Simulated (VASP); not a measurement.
# Zr: a series in biaxial strain in the (0001) plane

Wanted: the elastic response of Zr to biaxial strain in the (0001) plane, with a fit that predicts a row left out.

Program: VASP 6.6.1. Level of theory: PBEsol; plane waves and PAW (Zr_sv), in the first sound run; inputs show where later runs differ. Results are calculated unless marked as measured.

## 1. Set-up

It takes space group P6_3/mmc (No. 194, hexagonal). The conventional cell has a = 3.230 Å, b = 3.230 Å, c = 5.145 Å, α = 90.00°, β = 90.00°, γ = 120.00°. Zr has 12 Zr at 3.18 to 3.23 Å nearest.

Structure file:

```xyz
2
Lattice="3.2300 0.0000 0.0000 -1.6150 2.7973 0.0000 0.0000 0.0000 5.1454" Properties=species:S:1:pos:R:3 pbc="T T T"
Zr    0.0000    0.0000    0.0000
Zr    0.0000    1.8648    2.5727
```

## 2. Relax the crystal, PBEsol

The series starts from the cell that this level prefers, so that zero strain is near zero stress.

This step took 2 runs in a row; the last is shown.

Level: PBEsol; plane waves and PAW (Zr_sv).

Contents of INCAR:

```
SYSTEM = Zr
PREC = Accurate
ENCUT = 450
EDIFF = 1E-07
NELM = 120
ISMEAR = 1
SIGMA = 0.15
LREAL = .FALSE.
ALGO = Normal
GGA = PS
NBANDS = 18
LASPH = .TRUE.
LORBIT = 11
LWAVE = .FALSE.
LCHARG = .FALSE.
KPAR = 8
IBRION = 2
NSW = 40
ISIF = 3
EDIFFG = -0.005
POTIM = 0.4
```

Contents of POSCAR:

```
Zr
1.0
    3.1865302489      0.0000000000      0.0000000000
   -1.5932651245      2.7596161455      0.0000000000
    0.0000000000      0.0000000000      5.1152857861
Zr
2
Direct
    0.0000000000      0.0000000000      0.0000000000
    0.3333333333      0.6666666667      0.5000000000
```

Contents of KPOINTS:

```
Automatic mesh
0
Gamma
21 21 12
0 0 0
```

The projector-augmented-wave data sets are Zr_sv (PBE family, release 64).

Launch:

```console
$ mpirun -np 8 vasp_std
```

Output:

```text
[banner, memory and clock lines left out]
running    8 mpi-ranks, on    1 nodes
[...]
|                                                                             |
|           W    W    AA    RRRRR   N    N  II  N    N   GGGG   !!!           |
|           W    W   A  A   R    R  NN   N  II  NN   N  G    G  !!!           |
|           W    W  A    A  R    R  N N  N  II  N N  N  G       !!!           |
|           W WW W  AAAAAA  RRRRR   N  N N  II  N  N N  G  GGG   !            |
|           WW  WW  A    A  R   R   N   NN  II  N   NN  G    G                |
|           W    W  A    A  R    R  N    N  II  N    N   GGGG   !!!           |
|                                                                             |
|     For optimal performance we recommend to set                             |
|       NCORE = 2 up to number-of-cores-per-socket                            |
|     NCORE specifies how many cores store one orbital (NPAR=cpu/NCORE).      |
|     This setting can greatly improve the performance of VASP for DFT.       |
[...]
|     You enforced a specific xc type in the INCAR file but a different       |
|     [... a line on the potential file left out ...]
|     I HOPE YOU KNOW WHAT YOU ARE DOING!                                     |
|                                                                             |

 LDA part: xc-table for (Slater+PW92), standard interpolation
 POSCAR, INCAR and KPOINTS ok, starting setup
[...]
entering main loop
       N       E                     dE             d eps       ncg     rms          rms(c)
DAV:   1     0.197823158030E+03    0.19782E+03   -0.12550E+04 12096   0.121E+03
DAV:   2    -0.644025933847E+01   -0.20426E+03   -0.20107E+03 14434   0.359E+02
DAV:   3    -0.186972990405E+02   -0.12257E+02   -0.12140E+02 21582   0.654E+01
DAV:   4    -0.189434571600E+02   -0.24616E+00   -0.24585E+00 14444   0.939E+00
[...]
DAV:  10    -0.181625253563E+02    0.25882E-04   -0.47997E-05 17712   0.411E-02    0.242E-02
DAV:  11    -0.181625263008E+02   -0.94457E-06   -0.96470E-06 13460   0.362E-02    0.234E-03
DAV:  12    -0.181625263133E+02   -0.12445E-07   -0.34259E-07 12476   0.399E-03
   1 F= -.18162526E+02 E0= -.18163124E+02  d E =-.181625E+02
[...]
reached required accuracy - stopping structural energy minimisation
```

Elapsed: 12 s, on 8 MPI ranks of Intel Xeon 6975P-C (Granite Rapids), shared host; peak memory 2.3 GiB.

The logs omit lines about the potential files and the build; timing stands in the text.

Parts of OUTCAR (step 2):

```text
  Total       -0.0052079     -0.0052079      0.0064342      0.0000000      0.0000000     -0.0000000
  in kB       -0.1854967     -0.1854967      0.2291742      0.0000000      0.0000000     -0.0000000
  external PRESSURE =      -0.0472731 kB  Pullay stress =       0.0000000 kB

 POSITION                                       TOTAL-FORCE (eV/Angst)
 -----------------------------------------------------------------------------------
      0.00000      0.00000      0.00000         0.000000     -0.000000      0.000000
     -0.00000      1.83974      2.55764        -0.000000      0.000000      0.000000
 -----------------------------------------------------------------------------------
    total drift:                                0.000000     -0.000000     -0.000000

  FREE ENERGIE OF THE ION-ELECTRON SYSTEM (eV)
  ---------------------------------------------------
  free  energy   TOTEN  =       -18.1625263133 eV

  energy  without entropy=      -18.1643181203  energy(sigma->0) =      -18.16312358

 reached required accuracy - stopping structural energy minimisation

[... 3 further parts left out ...]
[key lines of the parts left out:]
E-fermi :   9.2703
```

This run gave:

```
energy(sigma→0) of the program : -18.1631 eV
stress, compression positive   : xx, yy, zz -0.02, -0.02, 0.02 GPa
volume                         : 44.982 Å³
ionic steps                    : 1
```

## 3. Strain along the normal, PBEsol

One member in full: the plane is strained by -0.5 %, and the strain along the normal is moved by secant steps until the normal stress is under 0.012 GPa or five steps are spent; the atoms relax at each step.

This step took 3 runs, each at a new trial strain with the atoms of the one before; the last is shown.

Level: PBEsol; plane waves and PAW (Zr_sv).

INCAR: that of step 2 with these lines changed.

```diff
@@ -15,7 +15,7 @@
 LCHARG = .FALSE.
-KPAR = 8
-IBRION = 2
-NSW = 40
-ISIF = 3
-EDIFFG = -0.005
-POTIM = 0.4
+KPAR = 2
+IBRION = 1
+NSW = 25
+ISIF = 2
+EDIFFG = -0.004
+POTIM = 0.3
```

Contents of POSCAR:

```
Zr
1.0
    3.1705975980      0.0000000000      0.0000000000
   -1.5852987990      2.7458180650      0.0000000000
    0.0000000000      0.0000000000      5.1374234730
Zr
2
Direct
    0.0000000000      0.0000000000      0.0000000000
    0.3333333333      0.6666666667      0.5000000000
```

KPOINTS is that of step 2.

Launch:

```console
$ mpirun -np 2 vasp_std
```

Output:

```text
[banner, memory and clock lines left out]
running    2 mpi-ranks, on    1 nodes
[...]
[... a notice as in an earlier step ...]

 LDA part: xc-table for (Slater+PW92), standard interpolation
 POSCAR, INCAR and KPOINTS ok, starting setup
[...]
entering main loop
       N       E                     dE             d eps       ncg     rms          rms(c)
DAV:   1     0.197971536762E+03    0.19797E+03   -0.12502E+04 12096   0.120E+03
DAV:   2    -0.646037650314E+01   -0.20443E+03   -0.20133E+03 14364   0.358E+02
DAV:   3    -0.186817092221E+02   -0.12221E+02   -0.12108E+02 21744   0.653E+01
DAV:   4    -0.189311174835E+02   -0.24941E+00   -0.24912E+00 14288   0.935E+00
[...]
DAV:  10    -0.181614535955E+02    0.26182E-04   -0.46866E-05 17676   0.409E-02    0.245E-02
DAV:  11    -0.181614548594E+02   -0.12639E-05   -0.95866E-06 13386   0.361E-02    0.226E-03
DAV:  12    -0.181614548417E+02    0.17701E-07   -0.35644E-07 12678   0.401E-03
   1 F= -.18161455E+02 E0= -.18161973E+02  d E =-.181615E+02
 BRION: g(F)=  0.380E-46 g(S)=  0.000E+00
 reached required accuracy - stopping structural energy minimisation
```

Elapsed: 36 s, on 2 MPI ranks; peak memory 0.57 GiB; 56 s of CPU time.

Parts of OUTCAR (step 3):

```text
  Total        0.2132207      0.2132207      0.0000940      0.0000000      0.0000000      0.0000000
  in kB        7.6380373      7.6380373      0.0033689      0.0000000      0.0000000      0.0000000
  external PRESSURE =       5.0931478 kB  Pullay stress =       0.0000000 kB

 POSITION                                       TOTAL-FORCE (eV/Angst)
 -----------------------------------------------------------------------------------
      0.00000      0.00000      0.00000         0.000000     -0.000000      0.000000
     -0.00000      1.83055      2.56871        -0.000000      0.000000      0.000000
 -----------------------------------------------------------------------------------
    total drift:                                0.000000     -0.000000     -0.000000

  FREE ENERGIE OF THE ION-ELECTRON SYSTEM (eV)
  ---------------------------------------------------
  free  energy   TOTEN  =       -18.1614548417 eV

  energy  without entropy=      -18.1630097836  energy(sigma->0) =      -18.16197316

[... 2 parts as in an earlier step ...]

[... 2 further parts left out ...]
[key lines of the parts left out:]
E-fermi :   9.3292
```

Numbers from this step:

```
energy(sigma→0) of the program : -18.1620 eV
stress, compression positive   : xx, yy, zz 0.76, 0.76, 0.00 GPa
ionic steps                    : 1
```

## 4. The table

The other members went through these steps as far as the tables show, with the same cutoff and, step by step, the same mesh; 26 runs are not shown. The session took 0.62 core hours (wall time by ranks) on a shared machine.

```tsv
in-plane strain (%)	strain along the normal (%)	in-plane stress, tension positive (GPa)	energy above the unstrained row, extrapolated to no smearing (meV/atom)
-2.000	1.821	-2.984	8.795
-1.500	1.331	-2.284	5.028
-1.000	0.870	-1.540	2.268
-0.500	0.433	-0.764	0.576
0	0.009	0.025	0.000
0.500	-0.392	?	?
1.000	-0.786	1.607	2.229
1.500	-1.170	2.379	5.010
2.000	-1.549	3.138	8.873
```

## 5. A fit to the known rows

Fitting a parabola to the 8 known rows (e: strain in %) gives stress = 0.01499 e² + 1.544 e + 0.01607 in GPa; the residuals are 0.022 GPa r.m.s.

At e = 0.5 this predicts 0.792 GPa.

## 6. Prediction against calculation

The calculation gives 0.821 GPa, so the prediction is 0.029 GPa too low, within twice the residual of the fit.

Slopes at zero strain, from cubics through all rows: strain ratio -0.823, stress over strain 159 GPa. For (0001) the ratio is −2C₁₃/C₃₃.

## 7. What came out

```
error of the predicted stress      : -0.029 GPa
ratio of normal to in-plane strain : -0.823
biaxial modulus                    : 159 GPa
```

As a check, the curvature of the energy gives 161 GPa for the same modulus (energy per volume = M × strain²), 1 % from the slope of the stress; these energies are extrapolated to no smearing, while the stress belongs to the free energy, so part of the difference may come from that. These are static values: temperature and zero-point motion are left out. In a metal the slopes also depend on mesh and smearing, which were held through the series.

[Lines on the potential files, build, host, timing and source positions are cut from VASP's logs without a mark.]

[Logs are printed without paths, hosts, clocks, repeated set-up lines and the standing remarks that a program may print on its own settings, such as how far it seeks lower states.]

[Hosts, paths, dates, database ids (printed as entryN), source tags and the programs' standing remarks are cut or masked in the printed files.]

[In band tables of VASP the shares of atoms and orbitals are scaled to a sum of 1 inside the atoms' spheres.]
